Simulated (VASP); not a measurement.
Wanted: the native input for a VASP 6.6.1 run.

| Quantity | Value |
| --- | --- |
| Task | density of states |
| Functional | LDA |
| Potentials or basis | VASP PAW LDA potentials, release 64 (Ta_pv, Ru_pv) |
| Cutoff | 520 eV |
| k mesh | 6 × 6 × 1 |
| Occupations | fermi-dirac, width 0.05 eV |
| Spin | no spin polarisation |
| Hubbard terms | Ru d U = 2 eV, Ta d U = 2 eV |
| Dipole correction | yes |
| k mesh for the DOS | 9 × 9 × 1 |
| Occupations for the DOS | tetrahedron |
| Further INCAR settings | ALGO = Normal; EDIFF = 1e-06 |

Slab: TaRu, a slab with vacuum.

```
Ta Ru
1.0
     3.18700    0.00000    0.00000
     0.00000    3.18700    0.00000
     0.00000    0.00000   26.15450
Ta Ru
4 4
Direct
  0.50000 0.50000 0.28676
  0.50000 0.50000 0.40861
  0.50000 0.50000 0.53046
  0.50000 0.50000 0.65232
  0.00000 0.00000 0.34768
  0.00000 0.00000 0.46954
  0.00000 0.00000 0.59139
  0.00000 0.00000 0.71324
```

These files were run (other wordings do the same):

POSCAR

```
TaRu
1.0
    3.1870000000      0.0000000000      0.0000000000
    0.0000000000      3.1870000000      0.0000000000
    0.0000000000      0.0000000000     26.1545000000
Ta Ru
4 4
Direct
    0.5000000000      0.5000000000      0.2867575369
    0.5000000000      0.5000000000      0.4086103730
    0.5000000000      0.5000000000      0.5304632090
    0.5000000000      0.5000000000      0.6523160450
    0.0000000000      0.0000000000      0.3476839550
    0.0000000000      0.0000000000      0.4695367910
    0.0000000000      0.0000000000      0.5913896270
    0.0000000000      0.0000000000      0.7132424631
```

INCAR.step1

```
SYSTEM = TaRu
  ALGO = Normal
  DIPOL = 0.5 0.5 0.500
  EDIFF = 1E-6
  ENCUT = 520
  IDIPOL = 3
  ISIF = 2
  ISMEAR = -1
  LASPH = .True.
  LCHARG = .True.
  LDAU = .True.
  LDAUJ = 0 0
  LDAUL = 2 2
  LDAUPRINT = 1
  LDAUTYPE = 2
  LDAUU = 2 2
  LDIPOL = .True.
  LMAXMIX = 4
  LREAL = .False.
  LWAVE = .False.
  NELM = 80
  PREC = Accurate
  SIGMA = 0.05
```

KPOINTS.step1

```
k-points
0
Gamma
  6 6 1
  0 0 0
```

INCAR.step2

```
SYSTEM = TaRu
  ALGO = Normal
  DIPOL = 0.5 0.5 0.500
  EDIFF = 1E-6
  ENCUT = 520
  ICHARG = 11
  IDIPOL = 3
  ISIF = 2
  ISMEAR = -5
  LASPH = .True.
  LCHARG = .False.
  LDAU = .True.
  LDAUJ = 0 0
  LDAUL = 2 2
  LDAUPRINT = 1
  LDAUTYPE = 2
  LDAUU = 2 2
  LDIPOL = .True.
  LMAXMIX = 4
  LORBIT = 11
  LREAL = .False.
  LWAVE = .False.
  NEDOS = 2001
  NELM = 80
  PREC = Accurate
  SIGMA = 0.05
```

KPOINTS.step2

```
k-points
0
Gamma
  9 9 1
  0 0 0
```

Potentials or basis: VASP PAW LDA potentials, release 64 (Ta_pv, Ru_pv).

Run with:

```sh
$ cat potpaw_LDA.64/Ta_pv/POTCAR potpaw_LDA.64/Ru_pv/POTCAR > POTCAR
$ cp INCAR.step1 INCAR
$ cp KPOINTS.step1 KPOINTS
$ mpirun -np 1 vasp_std > vasp.out
$ cp INCAR.step2 INCAR
$ cp KPOINTS.step2 KPOINTS
$ mpirun -np 1 vasp_std > vasp.out
```

Results of the run:

- Valence electrons inside the program's atomic spheres: Ta 8.67, 8.70, 8.71, 8.68; Ru 12.68, 12.70, 12.78, 12.54

Caveat: U without spin polarisation on a metal has little footing; the U is typed as a test and isn't derived for this compound.

Run time: 9.3 min on 1 thread of Intel(R) Xeon(R) Platinum 8259CL CPU @ 2.50GHz (Skylake/Cascade Lake) (shared host), peak memory 0.34 GiB.
